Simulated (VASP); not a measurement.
OSZICAR of a VASP run on Ho (hcp):

### OSZICAR
```
       N       E                     dE             d eps       ncg     rms          rms(c)
DAV:   1     0.361058766253E+02    0.36106E+02   -0.81409E+03  2776   0.126E+03
DAV:   2    -0.621822641220E+02   -0.98288E+02   -0.96962E+02  3526   0.565E+02
DAV:   3    -0.677105141926E+02   -0.55283E+01   -0.52418E+01  4304   0.991E+01
DAV:   4    -0.679304184801E+02   -0.21990E+00   -0.21288E+00  4509   0.135E+01
DAV:   5    -0.679352085174E+02   -0.47900E-02   -0.47696E-02  4297   0.217E+00    0.299E+01
DAV:   6    -0.660342650485E+02    0.19009E+01   -0.50851E-01  4242   0.106E+01    0.157E+01
DAV:   7    -0.645885997964E+02    0.14457E+01   -0.52134E-01  4500   0.988E+00    0.807E-01
DAV:   8    -0.659694220712E+02   -0.13808E+01   -0.47456E-01  4606   0.762E+00    0.301E+00
DAV:   9    -0.657884175310E+02    0.18100E+00   -0.61326E-02  3446   0.341E+00    0.108E+00
DAV:  10    -0.657430311465E+02    0.45386E-01   -0.46571E-03  3777   0.878E-01    0.102E+00
DAV:  11    -0.657352187763E+02    0.78124E-02   -0.13368E-02  3130   0.162E+00    0.652E-01
DAV:  12    -0.657489848465E+02   -0.13766E-01   -0.64806E-02  3098   0.297E+00    0.103E-01
DAV:  13    -0.657495782532E+02   -0.59341E-03   -0.34099E-03  3975   0.695E-01    0.180E-01
DAV:  14    -0.657499048519E+02   -0.32660E-03   -0.42045E-04  3618   0.246E-01    0.143E-01
DAV:  15    -0.657494960259E+02    0.40883E-03   -0.37342E-04  3341   0.218E-01    0.353E-01
DAV:  16    -0.657496826712E+02   -0.18665E-03   -0.26046E-04  4375   0.192E-01    0.232E-01
DAV:  17    -0.657497324777E+02   -0.49806E-04   -0.78266E-05  3250   0.113E-01    0.122E-01
DAV:  18    -0.657497177171E+02    0.14761E-04   -0.11541E-05  3327   0.410E-02    0.829E-02
DAV:  19    -0.657497072398E+02    0.10477E-04   -0.12019E-05  4386   0.410E-02    0.745E-03
DAV:  20    -0.657497021054E+02    0.51345E-05   -0.11949E-05  3348   0.332E-02    0.342E-03
DAV:  21    -0.657496993877E+02    0.27176E-05   -0.48374E-06  3446   0.243E-02    0.122E-02
DAV:  22    -0.657497019379E+02   -0.25502E-05   -0.20339E-06  3641   0.162E-02    0.414E-03
DAV:  23    -0.657497012010E+02    0.73688E-06   -0.25087E-07  2650   0.628E-03    0.229E-03
DAV:  24    -0.657497021527E+02   -0.95164E-06   -0.65836E-08  1895   0.504E-03    0.182E-03
DAV:  25    -0.657497021685E+02   -0.15834E-07   -0.21453E-08  1870   0.386E-03
   1 F= -.65749702E+02 E0= -.65750235E+02  d E =0.159829E-02
```

Q: Which electronic solver shows in the log?

A: It is blocked Davidson (ALGO = Normal, or the opening steps of other solvers). The INCAR had ALGO = Normal.

Q: Can the final energy be trusted as converged?

A: Self-consistency was reached. It stopped with EDIFF = 1E-7, NELM = 100 (r2SCAN meta-GGA, plane waves, VASP's PBE PAW potentials (set 64)). The 4f electrons are frozen in the core of the lanthanide potential, so 4f levels, which can set the real gap, and their magnetism are missing.

The compound is Ho in the hcp structure. This cell was strained or had an atom moved on purpose.
